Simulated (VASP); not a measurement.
Here is the system:

```yaml
crystal:
  lattice:
    - [-2.00802, 2.00802, 3.96051]
    - [2.00802, -2.00802, 3.96051]
    - [2.00802, 2.00802, -3.96051]
  atoms:
    - { symbol: Ag, position: [0.75000, 0.25000, 0.50000] }
    - { symbol: Ag, position: [0.25000, 0.75000, 0.50000] }
    - { symbol: Ag, position: [0.50000, 0.50000, 0.00000] }
    - { symbol: Pd, position: [0.00000, 0.00000, 0.00000] }
```

The numbers are results of PBEsol GGA with spin-orbit coupling, VASP's PBE PAW potentials (set 64) (plane waves; VASP 6.6.1), not measurements. Run with 400 eV cut-off, 10×10×10 Γ-centred mesh, Gaussian smearing of 0.050 eV, potentials Ag Pd.

Task: Give the energies of bands 35 to 48 at the high-symmetry points, in eV from the Fermi level.

Result: 
```tsv
band	Γ	X	P	N	M	S	R
35	-1.56	-1.45	-1.62	-2.05	-1.34	-2.22	-1.83
36	-1.56	-1.45	-1.62	-2.05	-1.34	-2.22	-1.83
37	-1.41	-1.33	-1.62	-2.05	-1.26	-1.86	-1.43
38	-1.41	-1.33	-1.62	-2.05	-1.26	-1.86	-1.43
39	-1.17	-1.14	-1.32	-1.63	-1.04	-1.39	-1.30
40	-1.17	-1.14	-1.32	-1.63	-1.04	-1.39	-1.30
41	-0.76	-0.17	-0.02	-1.23	-0.92	-1.10	-0.55
42	-0.76	-0.17	-0.02	-1.23	-0.92	-1.10	-0.55
43	2.24	-0.08	-0.01	-0.73	-0.73	-0.43	-0.46
44	2.24	-0.08	-0.01	-0.73	-0.73	-0.43	-0.46
45	6.74	0.05	0.56	3.23	1.97	-0.32	0.20
46	6.74	0.05	0.56	3.23	1.97	-0.32	0.20
47	6.77	0.89	0.74	3.74	1.99	5.17	1.00
48	6.77	0.89	0.74	3.74	1.99	5.17	1.00
```

It has no gap at this level: it comes out as a metal or semimetal.

The structure comes from a computed database's Ag3Pd entry (I4/mmm); how it stands against other phases isn't given here. It was relaxed first.
